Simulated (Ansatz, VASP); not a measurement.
# SnSe2: VASP beside Ansatz

Aim: how closely do two programs agree when they are given the same cell, functional and k mesh? The cell is taken from a series of VASP runs on this material, whose earlier steps may have relaxed, scaled or displaced it; both programs get it as it stands.

Method: plane waves, with VASP 6.6.1 beside it; band structure at HSE06, in Ansatz 0.2.0.

## 1. Starting point

The structure is trigonal, space group P-3m1 (No. 164). The conventional cell has a = 3.811 Å, b = 3.811 Å, c = 6.141 Å, α = 90.00°, β = 90.00°, γ = 120.00°. Nearest to Sn lie 6 Se at 2.68 Å. Se has 3 Sn at 2.68 Å nearest. Farther neighbours and most contacts between anions are not listed.

Coordinates:

```cif
data_structure
_symmetry_space_group_name_H-M 'P-3m1'
_symmetry_Int_Tables_number 164
_cell_length_a 3.8108
_cell_length_b 3.8108
_cell_length_c 6.1410
_cell_angle_alpha 90.000
_cell_angle_beta 90.000
_cell_angle_gamma 120.000
_cell_volume 77.23
loop_
_atom_site_label
_atom_site_type_symbol
_atom_site_symmetry_multiplicity
_atom_site_Wyckoff_symbol
_atom_site_fract_x
_atom_site_fract_y
_atom_site_fract_z
_atom_site_occupancy
Sn1 Sn 1 a 0.00000 0.00000 0.00000 1
Se1 Se 2 d 0.66667 0.33333 0.75080 1
```

## 2. VASP: band structure, HSE06

Levels along a path test the potential and the projectors away from the mesh points.

Lines of VASP's logs that name or quote its potential files are left out, and so is its time.

The run reads the wave functions of an earlier VASP run, which isn't shown here.

INCAR reads:

```
SYSTEM = SnSe2
PREC = Accurate
ENCUT = 350
EDIFF = 1E-06
NELM = 100
ISMEAR = 0
SIGMA = 0.03
LREAL = .FALSE.
ALGO = Normal
LHFCALC = .TRUE.
AEXX = 0.25
GGA = PE
HFSCREEN = 0.2
LASPH = .TRUE.
NBANDS = 19
PRECFOCK = Fast
LORBIT = 11
LWAVE = .FALSE.
LCHARG = .FALSE.
KPAR = 4
```

POSCAR reads:

```
SnSe2
1.0
    3.8108000000      0.0000000000      0.0000000000
   -1.9054000000      3.3002496087      0.0000000000
    0.0000000000      0.0000000000      6.1410000000
Sn Se
1 2
Direct
    0.0000000000      0.0000000000      0.0000000000
    0.6666666667      0.3333333333      0.7508000000
    0.3333333333      0.6666666667      0.2492000000
```

KPOINTS reads:

```
Automatic mesh
0
Gamma
4 4 3
0 0 0
```

KPOINTS_OPT reads:

```
Line mode
10
Line-mode
Reciprocal
  0.00000000   0.00000000   0.00000000 GAMMA
  0.50000000   0.00000000   0.00000000 M

  0.50000000   0.00000000   0.00000000 M
  0.33333333   0.33333333   0.00000000 K

  0.33333333   0.33333333   0.00000000 K
  0.00000000   0.00000000   0.00000000 GAMMA

  0.00000000   0.00000000   0.00000000 GAMMA
  0.00000000   0.00000000   0.50000000 A

  0.00000000   0.00000000   0.50000000 A
  0.50000000   0.00000000   0.50000000 L

  0.50000000   0.00000000   0.50000000 L
  0.33333333   0.33333333   0.50000000 H

  0.33333333   0.33333333   0.50000000 H
  0.00000000   0.00000000   0.50000000 A

  0.50000000   0.00000000   0.50000000 L
  0.50000000   0.00000000   0.00000000 M

  0.33333333   0.33333333   0.00000000 K
  0.33333333   0.33333333   0.50000000 H
```

Potentials, in the order of the species: Sn_d and Se (PBE family, release 64).

Command:

```
mpirun -np 4 vasp_std
```

Numbers of over 12 decimals in the logs are rounded to 6 here.

The log of the run:

```text
[banner, memory and clock lines left out]
running    4 mpi-ranks, on    1 nodes
 distrk:  each k-point on    1 cores,    4 groups
 distr:  one band on    1 cores,    1 groups

 POSCAR found type information on POSCAR SnSe
 POSCAR found :  2 types and       3 ions
 LDA part: xc-table for (Slater+PW92), standard interpolation
 found WAVECAR, reading the header
 POSCAR, INCAR and KPOINTS ok, starting setup
 FFT: planning ... GRIDC
 FFT: planning ... GRID_SOFT
 FFT: planning ... GRID
 reading WAVECAR
 the WAVECAR file was read successfully
 initial charge from wavefunction
 entering main loop
       N       E                     dE             d eps       ncg     rms          rms(c)
DAV:   1    -0.144695261913E+02   -0.14470E+02   -0.16382E+00   400   0.140E+01    0.256E+00
DAV:   2    -0.144881796100E+02   -0.18653E-01   -0.90354E-02   366   0.158E+00    0.174E+00
DAV:   3    -0.144839796979E+02    0.41999E-02   -0.88122E-03   495   0.727E-01    0.107E+00
DAV:   4    -0.144830267608E+02    0.95294E-03   -0.17540E-03   407   0.362E-01    0.616E-01
DAV:   5    -0.144827453182E+02    0.28144E-03   -0.30262E-04   422   0.193E-01    0.351E-01
DAV:   6    -0.144826461226E+02    0.99196E-04   -0.87570E-05   386   0.102E-01    0.196E-01
DAV:   7    -0.144826209953E+02    0.25127E-04   -0.33376E-05   390   0.494E-02    0.107E-01
DAV:   8    -0.144826157570E+02    0.52382E-05   -0.70330E-06   410   0.217E-02    0.609E-02
DAV:   9    -0.144826152107E+02    0.54631E-06   -0.18404E-06   319   0.115E-02
   1 F= -.14482615E+02 E0= -.14482615E+02  d E =-.101473E-15
 Start KPOINTS_OPT (optional k-point list driver)
k-point batch [1-9\90]
       N       E                     dE             ncg
DAV:   1    -0.685019646408E+02   -0.26179E+04      342
DAV:   2    -0.178450551464E+04   -0.17160E+04      367
DAV:   3    -0.199817740669E+04   -0.21367E+03      389
DAV:   4    -0.200946378798E+04   -0.11286E+02      401
DAV:   5    -0.200972094252E+04   -0.25715E+00      489
DAV:   6    -0.200972527713E+04   -0.43346E-02      459
DAV:   7    -0.200972534177E+04   -0.64639E-04      490
DAV:   8    -0.200972534257E+04   -0.79203E-06      373
[...]
k-point batch [82-90\90]
       N       E                     dE             ncg
DAV:   1    -0.213316985086E+03   -0.70477E+04      351
DAV:   2    -0.191909975435E+04   -0.17058E+04      359
DAV:   3    -0.211322961678E+04   -0.19413E+03      410
DAV:   4    -0.212119937472E+04   -0.79698E+01      459
DAV:   5    -0.212136392324E+04   -0.16455E+00      516
DAV:   6    -0.212136665807E+04   -0.27348E-02      476
DAV:   7    -0.212136677424E+04   -0.11617E-03      524
DAV:   8    -0.212136677521E+04   -0.97167E-06      412
```

OUTCAR, selected parts (step 2):

```text
ion  position               nearest neighbor table
   1  0.000  0.000  0.000-   2 2.68   3 2.68   3 2.68   2 2.68   2 2.68   3 2.68
   2  0.667  0.333  0.751-   1 2.68   1 2.68   1 2.68
   3  0.333  0.667  0.249-   1 2.68   1 2.68   1 2.68

  LATTYP: Found a hexagonal cell.
 ALAT       =     3.8108000000
 C/A-ratio  =     1.6114726567

 Subroutine GETGRP returns: Found 12 space group operations
 (whereof 12 operations were pure point group operations)

The static configuration has the point symmetry D_3d.

 Found      9 irreducible k-points:

   k-points           NKPTS =      9   k-points in BZ     NKDIM =     48   number of bands    NBANDS=     19

   dimension x,y,z NGX =    24 NGY =   24 NGZ =   40
   dimension x,y,z NGXF=    48 NGYF=   48 NGZF=   80

   ENCUT  =  350.0 eV  25.72 Ry    5.07 a.u.   5.81  5.81  9.37*2*pi/ulx,y,z

   NELECT =      26.0000    total number of electrons

 k-points in reciprocal lattice and weights: Automatic mesh
   0.00000000  0.00000000  0.00000000       0.021
   0.25000000 -0.00000000  0.00000000       0.125
   0.50000000 -0.00000000  0.00000000       0.062
   0.25000000  0.25000000  0.00000000       0.125
   0.00000000  0.00000000  0.33333333       0.042
   0.25000000 -0.00000000  0.33333333       0.125
   0.00000000  0.25000000  0.33333333       0.125
   0.50000000 -0.00000000  0.33333333       0.125
   0.25000000  0.25000000  0.33333333       0.250

  exchange ACFDT corr.  =         0.00000000  see jH, gK, PRB 81, 115126

 average (electrostatic) potential at core
       1 -96.7927       2 -49.6567       3 -49.6567

 E-fermi :   3.7380

 k-point     1 :       0.0000    0.0000    0.0000
  band No.  band energies     occupation
    ...
      9       2.8561      2.00000
     10       2.8561      2.00000
     11       3.2174      2.00000
     12       3.2174      2.00000
     13       3.5768      2.00000
     14       5.5206      0.00000
     15       7.4297      0.00000
     16       9.2281      0.00000
     17       9.2281      0.00000
     18      12.7495      0.00000
    ...

 k-point     2 :       0.2500   -0.0000    0.0000
  band No.  band energies     occupation
    ...
      9      -0.2999      2.00000
     10       1.1141      2.00000
     11       1.4595      2.00000
     12       3.3655      2.00000
     13       3.4913      2.00000
     14       6.4196      0.00000
     15       8.5048      0.00000
     16      10.0643      0.00000
     17      10.3492      0.00000
     18      11.2051      0.00000
    ...

 k-point     3 :       0.5000   -0.0000    0.0000
  band No.  band energies     occupation
    ...
      9      -1.2562      2.00000
     10       0.4325      2.00000
     11       0.7025      2.00000
     12       2.3708      2.00000
     13       3.2994      2.00000
     14       5.4467      0.00000
     15       8.3083      0.00000
     16       9.9242      0.00000
     17      10.1098      0.00000
     18      12.0331      0.00000
    ...

  energy-cutoff  :      350.00
  volume of cell :       77.23
      direct lattice vectors                 reciprocal lattice vectors
     3.810800000  0.000000000  0.000000000     0.262412092  0.151503692  0.000000000
    -1.905400000  3.300249609  0.000000000     0.000000000  0.303007384  0.000000000
     0.000000000  0.000000000  6.141000000     0.000000000  0.000000000  0.162839928

 POSITION                                       TOTAL-FORCE (eV/Angst)
 -----------------------------------------------------------------------------------
      0.00000      0.00000      0.00000         0.000000      0.000000      0.000000
      1.90540      1.10008      4.61066        -0.000000      0.000000     -0.223693
     -0.00000      2.20017      1.53034         0.000000      0.000000      0.223693
 -----------------------------------------------------------------------------------
    total drift:                               -0.000001     -0.000001      0.000008

  FREE ENERGIE OF THE ION-ELECTRON SYSTEM (eV)
  ---------------------------------------------------
  free  energy   TOTEN  =       -14.4826152107 eV

  energy  without entropy=      -14.4826152107  energy(sigma->0) =      -14.48261521

 total charge
# of ion       s       p       d       tot
------------------------------------------
    1        1.029   1.067  10.128  12.224
    2        1.492   2.387   0.029   3.908
    3        1.492   2.387   0.029   3.908
--------------------------------------------------
tot          4.013   5.841  10.187  20.040

[... 3 further parts left out ...]
```

(Part 1 of 2 ends here.)

[Lines on the potential files, build, host, timing and source positions are cut from VASP's logs without a mark.]

[Logs are printed without paths, hosts, clocks, repeated set-up lines and the standing remarks that a program may print on its own settings, such as how far it seeks lower states.]

[Hosts, paths, dates, database ids (printed as entryN), source tags and the programs' standing remarks are cut or masked in the printed files.]
